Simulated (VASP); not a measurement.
Computed with PBE GGA, VASP's PBE PAW potentials (set 64) (plane waves; VASP 6.6.1).

VASP ran on this input.

POSCAR:
```
YMo
1
    3.6063740000     0.0000000000     0.0000000000
    0.0000000000     3.6063740000     0.0000000000
    0.0000000000     0.0000000000     3.6063740000
Y Mo
1 1
Direct
  0.0023250000  -0.0033670000  -0.0007900000
  0.4976750000   0.5033670000   0.5007900000
```

**INCAR**
```
ALGO  =  Normal
EDIFF  =  1E-6
ENCUT  =  300
GGA  =  PE
ISIF  =  2
ISMEAR  =  0
LASPH  =  .TRUE.
LCHARG  =  .FALSE.
LMAXMIX  =  4
LREAL  =  .FALSE.
LWAVE  =  .FALSE.
NELM  =  100
PREC  =  Accurate
SIGMA  =  0.2
SYSTEM  =  YMo
```

### KPOINTS
```
Automatic mesh
0
G
5 5 5
0 0 0
```

POTCAR, in this order: Y_sv Mo_sv (PBE.64 set). Program: vasp_std.

Output

**OUTCAR**
```
 ion  position               nearest neighbor table
   1  0.002  0.997  0.999-   2 3.10   2 3.10   2 3.12   2 3.12   2 3.12   2 3.13   2 3.14   2 3.15
  LATTYP: Found a simple cubic cell.
 ALAT       =     3.6063740000
 Subroutine PRICEL returns:
 Original cell was already a primitive cell.
 Subroutine GETGRP returns: Found  1 space group operations
The static configuration has the point symmetry C_1 .
The dynamic configuration has the point symmetry C_1 .
 Subroutine INISYM returns: Found  1 space group operations
 Subroutine IBZKPT returns following result:
 Found     63 irreducible k-points:

 Following reciprocal coordinates:
            Coordinates               Weight
  0.000000  0.000000  0.000000      1.000000
  0.200000  0.000000  0.000000      2.000000
  0.000000  0.200000  0.000000      2.000000
  0.000000  0.000000  0.200000      2.000000
  0.400000  0.000000  0.000000      2.000000
  0.000000  0.400000  0.000000      2.000000
  0.000000  0.000000  0.400000      2.000000
  0.200000  0.200000  0.000000      2.000000
  0.000000  0.200000  0.200000      2.000000
  0.200000  0.000000  0.200000      2.000000
 -0.200000  0.200000  0.000000      2.000000
 -0.200000  0.000000  0.200000      2.000000
  0.000000 -0.200000  0.200000      2.000000
  0.400000  0.200000  0.000000      2.000000
  0.000000  0.400000  0.200000      2.000000
  0.200000  0.000000  0.400000      2.000000
 -0.200000  0.400000  0.000000      2.000000
 -0.400000  0.000000  0.200000      2.000000
  0.000000  0.200000  0.400000      2.000000
  0.000000 -0.400000  0.200000      2.000000
 -0.200000  0.000000  0.400000      2.000000
  0.400000  0.000000  0.200000      2.000000
  0.000000 -0.200000  0.400000      2.000000
  0.400000 -0.200000  0.000000      2.000000
  0.200000  0.400000  0.000000      2.000000
  0.400000  0.400000  0.000000      2.000000
  0.000000  0.400000  0.400000      2.000000
  0.400000  0.000000  0.400000      2.000000
 -0.400000  0.400000  0.000000      2.000000
 -0.400000  0.000000  0.400000      2.000000
  0.000000 -0.400000  0.400000      2.000000
  0.200000  0.200000  0.200000      2.000000
 -0.200000  0.200000  0.200000      2.000000
 -0.200000 -0.200000  0.200000      2.000000
  0.200000 -0.200000  0.200000      2.000000
  0.400000  0.200000  0.200000      2.000000
  0.200000  0.400000  0.200000      2.000000
  0.200000  0.200000  0.400000      2.000000
 -0.200000  0.400000  0.200000      2.000000
 -0.400000  0.200000  0.200000      2.000000
   k-points           NKPTS =     63   k-points in BZ     NKDIM =     63   number of bands    NBANDS=     16
   number of dos      NEDOS =    301   number of ions     NIONS =      2
   total plane-waves  NPLWV =   8000
   dimension x,y,z NGX =    20 NGY =   20 NGZ =   20
   dimension x,y,z NGXF=    40 NGYF=   40 NGZF=   40
   ions per type =               1   1
   PREC   = accura    normal or accurate (medium, high low for compatibility)
   ISTART =      0    job   : 0-new  1-cont  2-samecut
   ICHARG =      2    charge: 1-file 2-atom 10-const
   ISPIN  =      1    spin polarized calculation?
   LNONCOLLINEAR =      F non collinear calculations
   LSORBIT =      F    spin-orbit coupling
   INIWAV =      1    electr: 0-lowe 1-rand  2-diag
   ENCUT  =  300.0 eV  22.05 Ry    4.70 a.u.   5.09  5.09  5.09*2*pi/ulx,y,z
   NELM   =    100;   NELMIN=  2; NELMDL= -5     # of ELM steps
   EDIFF  = 0.1E-05   stopping-criterion for ELM
   LREAL  =      F    real-space projection
   NLSPLINE    = F    spline interpolate recip. space projectors
   LMAXMIX     =    4 max onsite mixed and CHGCAR
   VOSKOWN=      0    Vosko Wilk Nusair interpolation
...
```

### OSZICAR
```
       N       E                     dE             d eps       ncg     rms          rms(c)
DAV:   1     0.122984491950E+03    0.12298E+03   -0.11351E+04  2104   0.101E+03
DAV:   2    -0.135347780789E+02   -0.13652E+03   -0.13573E+03  2600   0.313E+02
DAV:   3    -0.165235917442E+02   -0.29888E+01   -0.28730E+01  2936   0.389E+01
DAV:   4    -0.165840296905E+02   -0.60438E-01   -0.59554E-01  2488   0.471E+00
DAV:   5    -0.165847819449E+02   -0.75225E-03   -0.75220E-03  2864   0.448E-01    0.331E+01
DAV:   6    -0.161600225290E+02    0.42476E+00   -0.48029E+00  2480   0.118E+01    0.142E+01
DAV:   7    -0.161439417376E+02    0.16081E-01   -0.43470E+00  2776   0.850E+00    0.140E+01
DAV:   8    -0.159737994903E+02    0.17014E+00   -0.13946E+00  2416   0.592E+00    0.151E+00
DAV:   9    -0.159718120825E+02    0.19874E-02   -0.47064E-02  2248   0.160E+00    0.181E-01
DAV:  10    -0.159719308411E+02   -0.11876E-03   -0.25115E-03  2840   0.296E-01    0.104E-01
DAV:  11    -0.159719204078E+02    0.10433E-04   -0.56683E-04  2536   0.107E-01    0.393E-02
DAV:  12    -0.159719117391E+02    0.86687E-05   -0.13678E-04  2728   0.503E-02    0.115E-02
DAV:  13    -0.159719112886E+02    0.45047E-06   -0.30387E-06  1600   0.111E-02
   1 F= -.15971911E+02 E0= -.15922706E+02  d E =-.984107E-01
```

File OUTCAR:
```
------------------------ aborting loop because EDIFF is reached ----------------------------------------
  FORCE on cell =-STRESS in cart. coord.  units (eV):
  Direction    XX          YY          ZZ          XY          YZ          ZX
  --------------------------------------------------------------------------------------
  Total       -2.0965586     -2.0970956     -2.0961133     -0.0027817      0.0009446     -0.0006678
  in kB      -71.6152139    -71.6335574    -71.6000048     -0.0950189      0.0322675     -0.0228125
  external PRESSURE =     -71.6162587 kB  Pullay stress =       0.0000000 kB
  volume of cell :       46.90
      direct lattice vectors                 reciprocal lattice vectors
     3.606374000  0.000000000  0.000000000     0.277286826  0.000000000  0.000000000
     0.000000000  3.606374000  0.000000000     0.000000000  0.277286826  0.000000000
     0.000000000  0.000000000  3.606374000     0.000000000  0.000000000  0.277286826
 POSITION                                       TOTAL-FORCE (eV/Angst)
 -----------------------------------------------------------------------------------
      0.00838      3.59423      3.60352        -0.076026      0.110049      0.025847
      1.79480      1.81533      1.80604         0.076026     -0.110049     -0.025847
 -----------------------------------------------------------------------------------
    total drift:                               -0.000447      0.000626      0.000153
  FREE ENERGIE OF THE ION-ELECTRON SYSTEM (eV)
  ---------------------------------------------------
  free  energy   TOTEN  =       -15.9719112886 eV

  energy  without entropy=      -15.8735005575  energy(sigma->0) =      -15.92270592
```
(Selected blocks of OUTCAR.)

At this cut-off the stress carries a Pulay error, which pulls relaxed volumes low.

The structure was generated: YMo was put into an ordered model structure, which need not be its known phase. The cell was not relaxed at this level, atoms are displaced from their ideal sites. The k-mesh is coarse (spacing up to 0.35 per Å, 2π included), so the numbers may not be converged in it. The electron count is odd and the run is not spin-polarised, which forces a metal.
